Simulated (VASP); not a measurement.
Energy against volume of TiAl (L1_0). Computed with LDA (Ceperley-Alder, Perdew-Zunger), VASP's LDA PAW potentials (set 64) (plane waves; VASP). Settings: 520 eV cut-off, 13×13×9 Γ-centred mesh, first-order Methfessel-Paxton smearing of 0.10 eV, potentials Ti_sv Al.

Shape and ions are relaxed at each volume.

```json
[
 {"V (Å³/atom)": "14.404", "E (eV/atom)": "-6.76761"},
 {"V (Å³/atom)": "14.864", "E (eV/atom)": "-6.78594"},
 {"V (Å³/atom)": "15.324", "E (eV/atom)": "-6.79163"},
 {"V (Å³/atom)": "15.783", "E (eV/atom)": "-6.78639"}
]
```

Fit these four points and predict the energy of the run at 16.243 Å³/atom.

A cubic in V^(−2/3), the third-order Birch-Murnaghan form, passes through the four points with V0 = 15.32 Å³/atom and B0 = 127 GPa, and gives -6.7717 eV/atom there. The run gave -6.7717 eV/atom, -0.0 meV/atom from the fit; all five points give B0 = 127 GPa.

The compound is TiAl in the L1_0 structure. It was relaxed first, which changed the volume by -6 %.
